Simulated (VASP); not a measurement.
An input for Quantum ESPRESSO's pw.x (written as the equivalent of a VASP run, and not itself run):

```
&CONTROL
  calculation = 'vc-relax'
  pseudo_dir = './pseudo'
  outdir = './out'
  tprnfor = .true.
  tstress = .true.
  nstep = 40
  forc_conv_thr = 0.00078
/
&SYSTEM
  ibrav = 0
  nat = 2
  ntyp = 2
  ecutwfc = 84
  occupations = 'smearing'
  smearing = 'gaussian'
  degauss = 0.003675
  input_dft = 'pbesol'
/
&ELECTRONS
  conv_thr = 7.3e-08
  electron_maxstep = 100
/
&IONS
/
&CELL
/
ATOMIC_SPECIES
  Mg 24.305 Mg.upf
  O 15.999 O.upf
CELL_PARAMETERS angstrom
     2.6299804    0.0000000    0.0000000
     0.0000000    2.6299804    0.0000000
     0.0000000    0.0000000    2.6299804
ATOMIC_POSITIONS crystal
  Mg   0.0000000  0.0000000  0.0000000
  O    0.5000000  0.5000000  0.5000000
K_POINTS automatic
  10 10 10 0 0 0
```

Task: Translate this input to VASP (INCAR, KPOINTS, POSCAR, choice of POTCAR).

Result: This is not unique; one that fits is 
**KPOINTS**
```
Regular mesh
0
G
10 10 10
```

INCAR:
```
ALGO = Normal
EDIFF = 1E-6
EDIFFG = -0.02
ENCUT = 620
GGA = PS
IBRION = 2
ISIF = 3
ISMEAR = 0
LASPH = T
LCHARG = F
LREAL = F
LWAVE = F
NELM = 100
NSW = 40
PREC = Accurate
SIGMA = 0.05
SYSTEM = MgO
```

**POSCAR**
```
MgO
1.0
  2.6299804049   0.0000000000   0.0000000000
  0.0000000000   2.6299804049   0.0000000000
  0.0000000000   0.0000000000   2.6299804049
Mg O
1 1
Cart
  0.0000000000   0.0000000000   0.0000000000
  1.3149902024   1.3149902024   1.3149902024
```

POTCAR, in this order: Mg O (PBE.64 set). Program: vasp_std.

The two are equivalent in intent, not identical: the potentials are each code's own (VASP's PAW set, PseudoDojo norm-conserving files in pw.x), so ENCUT and ecutwfc are chosen apart and not converted; conv_thr bounds pw.x's estimated SCF error, while EDIFF bounds the energy change between steps; forc_conv_thr acts on force components and is met together with etot_conv_thr.

The structure was generated: MgO was put into the CsCl type type (Pm-3m), which need not be its known phase. It was relaxed first, which changed the volume by -7 %.
